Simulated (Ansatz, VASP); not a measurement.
# Cd12S (Cd(0001)): VASP beside Ansatz, part 2 of 2

Wanted: the spread between two codes on one cell, functional and k mesh. The structure shown is the end of the VASP relaxation below.

VASP 6.6.1 and Ansatz 0.2.0.

So far: The structure; VASP: relaxation, RPBE.

## Step 3: Ansatz: single point, RPBE

Level of this step: Ansatz beside VASP: Kohn-Sham DFT, plane waves, RPBE (Ansatz).

Ansatz runs on its default PAW (the set named soft_2) files.

The same cell, functional, mesh and smearing now go to Ansatz, which takes its cutoff from its data sets.

Input file input.yaml:

```yaml
crystal:
  lattice:
    - [6.11936258, 0.0, 0.0]
    - [3.05968129, 5.29952345, 0.0]
    - [0.0, 0.0, 20.8655269]
  atoms:
    - { symbol: Cd, position: [0.0, 0.0, 0.35944455] }
    - { symbol: Cd, position: [0.5, 0.0, 0.35944455] }
    - { symbol: Cd, position: [0.0, 0.5, 0.35944455] }
    - { symbol: Cd, position: [0.5, 0.5, 0.35944455] }
    - { symbol: Cd, position: [0.8311848, 0.33763038, 0.49538829] }
    - { symbol: Cd, position: [0.33333333, 0.33333333, 0.54811994] }
    - { symbol: Cd, position: [0.8311848, 0.8311848, 0.49538829] }
    - { symbol: Cd, position: [0.33763038, 0.8311848, 0.49538829] }
    - { symbol: Cd, position: [0.0, 0.0, 0.61229036] }
    - { symbol: Cd, position: [0.50070001, 0.99859999, 0.69453014] }
    - { symbol: Cd, position: [0.99859999, 0.50070001, 0.69453014] }
    - { symbol: Cd, position: [0.50070001, 0.50070001, 0.69453014] }
    - { symbol: S, position: [0.0, 0.0, 0.7343746] }
hamiltonian:
  xc: rpbe
  pseudopotentials: { kind: paw }
kpoints:
  mp_grid: { grid: [6, 6, 1] }
scf:
  occupations: { method: methfessel_paxton, width: 0.15 }
  n_extra_bands: 7
efield:
  axis: 3
  dipole_correction: true
  ramp_width: 0.04
output:
  forces: true
  eigenvalues: true
  write_density: true
  write_potential: true
  elf: true
  volumetric_format: npy
```

Command:

```
> ansatz run input.yaml --threads 4 --pin off --max-ram 9216MiB --backend cpu --events-out ev --progress --plain --runs-dir out
```

Numbers of over 12 decimals in the logs are rounded to 6 here.

The program printed:

```text
scf.n_extra_bands = 7 over 123 filled bands (N_el = 246.0): the run solves 130 bands
Engine: ansatz 0.2.0, x86_64-unknown-linux-gnu
Pseudopotentials: kind: paw
Pseudopotential: Cd, paw, valence charge 20, recommended cutoff 420 eV (normal), Cd.paw.azcp
Pseudopotential: S, paw, valence charge 6, recommended cutoff 420 eV (normal), S.paw.azcp
Functional definition: RPBE
  parameter kappa = 0.804
  parameter beta = 0.066725
  exchange = rpbe_x(kappa = kappa, mu = beta*pi^2/3)
  correlation = pbe_c(beta = beta)
Crystal: 13 atoms, lattice volume = 676.663 Å³
Basis set: ecut = 420 eV, 13239 PW (Γ), exchange–correlation on 90×90×288 points (8 copies of the dense FFT grid, shifted against one another)
Bands: 130, of which v1, the nominal top of the filled ones, is band 123 counted from 1 (122 counted from 0)
Symmetry: 6 space group operations
Space group: P3m1 (ITA 156), of the structure as read, at distance tolerance 8.8e-5 Å
k-points: 7 of 36 (time reversal used)
Non-local potential: Cd, projectors of the file, l = 0: 3, l = 1: 2, l = 2: 2, l = 3: 1
Non-local potential: S, projectors of the file, l = 0: 2, l = 1: 2, l = 2: 2
PAW form: soft (Blöchl's): semilocal exchange-correlation on the pseudo side does not see the compensation charge
PAW frozen core: Cd, regenerated for the run's functional, and the local potential with it (the file was generated under x = pbe(κ = 0.804, μ = 0.219515), c = pbe(β = 0.066725))
PAW frozen core: S, regenerated for the run's functional, and the local potential with it (the file was generated under x = pbe(κ = 0.804, μ = 0.219515), c = pbe(β = 0.066725))
PAW one-centre angular grid: Cd, 590 points (default); XC on 64 Gauss nodes
PAW one-centre angular grid: S, 110 points (default); XC on 64 Gauss nodes
Initial density: superposition of atomic densities (neutral atoms: chi_scale 0, normalization atom), corrected by the library's trained network
Initial wavefunctions: pseudopotential atomic-orbital guess
Functional: x = rpbe, c = pbe(β = 0.066725)
SCF iter   1: F=—  HF=-100057.170023 eV  |F-HF|=—  |Δ(HF+E_count)|=         —  Δρ=3.39e-3  dr2=3.25e-1  ethr=1.77e-3  p=-0.141 e·Å  D=-3.77e-2 V/Å  ΔV_dip=0.79 eV  dr2_dipole=1.15e-1  V_vac-E_F(+/−)=4.32/3.53 eV  ⟨swp⟩=6.7  Hψ=3336  notcnv=0
efield: sawtooth ramp at fractional position 0.0269 (placed from the atoms, in the widest stretch of the axis that holds none; the zero of the levels goes with the place), width 0.0400; the density the first Hamiltonian is built on has a dipole p = -0.141 e·Å; the dipole correction subtracts the counter field D = -3.77e-2 V/Å, which shifts the + side's vacuum level by +0.79 eV against the − side's; the planar-averaged density in the ramp window peaks in size at 6.0e-5 e/Å³
preconditioner: auto → LDOS  [metal: Δε(μ)=0.095 eV  Ē_g=9.069 eV  σ=0.150 eV  W_gap=0.48  n_scr=134 (ndim 8)  ℏωp=17.5 eV  f_vac=0.489  D(μ)=3.87/eV (n_scr^D=6)  β→1.0]
SCF iter   2: F=—  HF=-100057.159234 eV  |F-HF|=—  |Δ(HF+E_count)|=   1.08e-2  S|Δr|=    0.00e0  Δρ=3.87e-3  dr2=1.32e-1  ethr=1.32e-4  p=-0.112 e·Å  D=-2.99e-2 V/Å  ΔV_dip=0.62 eV  dr2_dipole=4.08e-3  V_vac-E_F(+/−)=4.20/3.57 eV  ⟨swp⟩=2.0  Hψ=1674  notcnv=0
SCF iter   3: F=—  HF=-100057.126824 eV  |F-HF|=—  |Δ(HF+E_count)|=   3.24e-2  S|Δr|=    0.00e0  Δρ=4.95e-4  dr2=2.63e-3  ethr=5.38e-5  p=-0.104 e·Å  D=-2.77e-2 V/Å  ΔV_dip=0.58 eV  dr2_dipole=6.31e-4  V_vac-E_F(+/−)=4.16/3.58 eV  ⟨swp⟩=2.0  Hψ=1433  notcnv=0  defer=1
SCF iter   4: F=—  HF=-100057.126548 eV  |F-HF|=—  |Δ(HF+E_count)|=   2.76e-4  S|Δr|=    0.00e0  Δρ=1.33e-4  dr2=4.60e-4  ethr=1.07e-6  p=-0.107 e·Å  D=-2.87e-2 V/Å  ΔV_dip=0.60 eV  dr2_dipole=2.55e-4  V_vac-E_F(+/−)=4.17/3.57 eV  ⟨swp⟩=2.0  Hψ=1442  notcnv=0  defer=1
SCF iter   5: F=—  HF=-100057.126578 eV  |F-HF|=—  |Δ(HF+E_count)|=   2.98e-5  S|Δr|=    0.00e0  Δρ=4.92e-5  dr2=2.75e-5  ethr=1.87e-7  p=-0.105 e·Å  D=-2.82e-2 V/Å  ΔV_dip=0.59 eV  dr2_dipole=3.97e-8  V_vac-E_F(+/−)=4.17/3.58 eV  ⟨swp⟩=2.3  Hψ=1293  notcnv=0  defer=1
SCF iter   6: F=—  HF=-100057.126873 eV  |F-HF|=—  |Δ(HF+E_count)|=   2.95e-4  S|Δr|=    0.00e0  Δρ=1.46e-5  dr2=1.86e-6  ethr=1.12e-8  p=-0.106 e·Å  D=-2.82e-2 V/Å  ΔV_dip=0.59 eV  dr2_dipole=2.29e-8  V_vac-E_F(+/−)=4.16/3.58 eV  ⟨swp⟩=2.1  Hψ=1446  notcnv=0
SCF iter   7: F=—  HF=-100057.126875 eV  |F-HF|=—  |Δ(HF+E_count)|=   1.19e-6  S|Δr|=    0.00e0  Δρ=4.67e-6  dr2=2.07e-7  ethr=7.56e-10  p=-0.105 e·Å  D=-2.82e-2 V/Å  ΔV_dip=0.59 eV  dr2_dipole=2.91e-10  V_vac-E_F(+/−)=4.16/3.58 eV  ⟨swp⟩=2.6  Hψ=1444  notcnv=0
SCF iter   8: F=-100057.126875 eV  HF=-100057.126875 eV  |F-HF|=8.06e-9  |Δ(HF+E_count)|=   2.50e-7  S|Δr|=    0.00e0  Δρ=1.53e-6  dr2=2.15e-8  ethr=4.07e-11  p=-0.106 e·Å  D=-2.82e-2 V/Å  ΔV_dip=0.59 eV  dr2_dipole=1.54e-9  V_vac-E_F(+/−)=4.16/3.58 eV  ⟨swp⟩=12.9  Hψ=6906  notcnv=0
SCF 1 converged in 8 iterations: F = -100057.126875 eV  dr2 = 2.15e-8
  greatest PAW one-centre occupation: 1.000 electrons in one spin orbital (limit 2), on the Cd atom at site 0 (counted from 0), in its partial waves of l = 0
WARN: The input density's exchange-correlation potential varies sharply where the density is thin. Do not read a vacuum level from v_tot or v_xc, or from such a field of the output density. On a cell that repeats whose density bears no net charge and no dipole along the vacuum's axis use v_es (v_loc + v_h of the components); under efield.dipole_correction with no amplitude use v_es + v_field, which holds any external [...]
SCF converged after 8 iterations
Stability not checked: this state was not tested for a lower state beside it, because cold or Methfessel-Paxton smearing, or corrected tetrahedra, fill the levels in a way that the test cannot read (fill_not_monotonic; see scf.lower_state_search)
Free energy (F): -100057.126875 eV
Harris-Foulkes:  -100057.126875 eV  (|F-HF|=8.06e-9)
Internal energy: -100057.136127 eV  (E = F + TS)
E sigma→0 (E₀):  -100057.129188 eV
Entropy (-TS):   0.009253 eV (0.712 meV/atom)
Fermi energy:    3.650198 eV
Step filling:    the computed levels leave a gap of 0.0458 eV = 0.3 smearing widths at the electron count; against every level under it full and every level over it empty, smearing changes F+E_penalty+E_count by +3.756 meV and its σ→0 estimate by +1.443 meV
Dipole field:    D = -0.028186 V/Å  (p = -0.105400 e·Å, saw-weighted, corrected)
Work function:   Φ+ = 4.1646 eV   Φ− = 3.5765 eV
Levels:          The Fermi level and band energies are counted from a zero that moves with the ramp; work functions are not
--- Per-component energies (eV) ---
  E_band       = -7364.098193
  E_kinetic    = 6151.586973
  E_local      = -207569.585330  (includes V_loc(G=0)·N_el)
  E_nonlocal   = 402.626175
  E_hartree    = 101431.924897
  E_xc         = -2216.128868
  E_vxc        = -2737.557336  (∫ρ·V_xc dr)
  E_paw        = -49691.874254  (= ΣΔE_a)
  E_vpaw       = -6471.052460  (= ΣTr[D̂ρ^β])
  E_aug_tail   = 0.000170  (compensation charges beyond the density's cutoff)
  E_efield     = 0.001485  (sawtooth field / dipole correction)
  E_vefield    = -3.981260  (∫n·V_field dr)
  E_ewald      = 51435.695347
  E_core_change = -1.382724  (= ΣΔE_core)
  E_smearing   = 0.009253  (= −TS)
  E_closure    = -0.000000  (closes the sum)
  Σ components = -100057.126875   (vs F -100057.126875, Δ=0.00e0)
--- Forces (eV/Å), atoms counted from 1 ---
  atom   1  Cd     0.00000000     0.00000000     0.09196305
  atom   2  Cd    -0.00000000     0.08299723    -0.02916304
  atom   3  Cd     0.07187771    -0.04149861    -0.02916304
  atom   4  Cd    -0.07187771    -0.04149861    -0.02916304
  atom   5  Cd    -0.00000000     0.00375241     0.02238801
  atom   6  Cd     0.00000000     0.00000000     0.02526968
  atom   7  Cd    -0.00324969    -0.00187621     0.02238801
  atom   8  Cd     0.00324969    -0.00187621     0.02238801
  atom   9  Cd     0.00000000     0.00000000     0.00987866
  atom  10  Cd     0.00000000    -0.02856134    -0.01941322
  atom  11  Cd    -0.02473484     0.01428067    -0.01941322
  atom  12  Cd     0.02473484     0.01428067    -0.01941322
  atom  13  S      0.00000000     0.00000000    -0.04852233
  max |Σ_I F_I| component: 2.43e-5 eV/Å
--- Band table (eV; the first three rows and the last of 7) ---
  k-point 0: bands = [... 119 lower, 2.5951, 2.5951, 2.7163, 2.9432, 3.6339, 3.6339, 3.7857, 3.7857, ... 3 higher]
  k-point 1: bands = [... 119 lower, 2.1081, 2.4050, 2.9808, 3.0376, 3.7849, 3.8191, 4.0161, 4.3385, ... 3 higher]
  k-point 2: bands = [... 119 lower, 2.1297, 2.5988, 2.6411, 2.7787, 3.9773, 4.2666, 4.7733, 5.1157, ... 3 higher]
  k-point 6: bands = [... 119 lower, 2.3762, 2.9169, 3.5498, 3.6797, 3.7875, 4.4357, 4.5489, 4.9876, ... 3 higher]
```

Elapsed: 8.4 s, on 4 threads of Intel Xeon 6975P-C (Granite Rapids), shared host; peak memory 2.2 GiB; 32 s of CPU time.

## Step 4: Differences

Known differences besides the potentials themselves: the data sets hold 246 valence electrons in Ansatz (default PAW (the set named soft_2) files) and 150 in VASP; the cutoff is 420 eV in Ansatz and 320 eV in VASP (PREC = Normal, projectors in real space); Ansatz makes its cores anew for this functional, VASP keeps those of its PBE data sets; VASP leaves aspherical gradient terms in its spheres out (LASPH is not set), Ansatz keeps them. Total energies have different zeros and are not compared.

Forces on 8 of the 13 atoms, those with the largest forces and the largest differences (eV/Å; atoms numbered as in POSCAR):

```csv
atom,"Ansatz x, y, z","VASP x, y, z"
Cd1,"0.000, 0.000, 0.092","0.000, 0.000, 0.086"
Cd2,"0.000, 0.083, -0.029","0.000, 0.085, -0.034"
Cd3,"0.072, -0.041, -0.029","0.074, -0.043, -0.034"
Cd4,"-0.072, -0.041, -0.029","-0.074, -0.043, -0.034"
Cd9,"0.000, 0.000, 0.010","0.000, 0.000, -0.008"
Cd11,"-0.025, 0.014, -0.019","-0.022, 0.013, -0.009"
Cd12,"0.025, 0.014, -0.019","0.022, 0.013, -0.009"
S13,"0.000, 0.000, -0.049","0.000, 0.000, -0.020"
```

The forces differ by 6.9 meV/Å r.m.s., which is 22.5 % of the r.m.s. force of 0.03 eV/Å (both taken over all components, held atoms included). VASP's last cycles still show a density residual of 6e-03, so its state may not be settled.

## Step 5: Outcome

```
r.m.s. force difference (single point, RPBE) : 6.9 meV/Å
```

The r.m.s. force difference is 6.9 meV/Å (single point, RPBE), within the 12 meV/Å picked in this series as the mark of a large difference. Such differences can come from data sets, numerical settings and the points named under the comparisons, not from the functional's error against experiment.

[Lines on the potential files, build, host, timing and source positions are cut from VASP's logs without a mark.]

[Logs are printed without paths, hosts, clocks, repeated set-up lines and the standing remarks that a program may print on its own settings, such as how far it seeks lower states.]

[Hosts, paths, dates, database ids (printed as entryN), source tags and the programs' standing remarks are cut or masked in the printed files.]
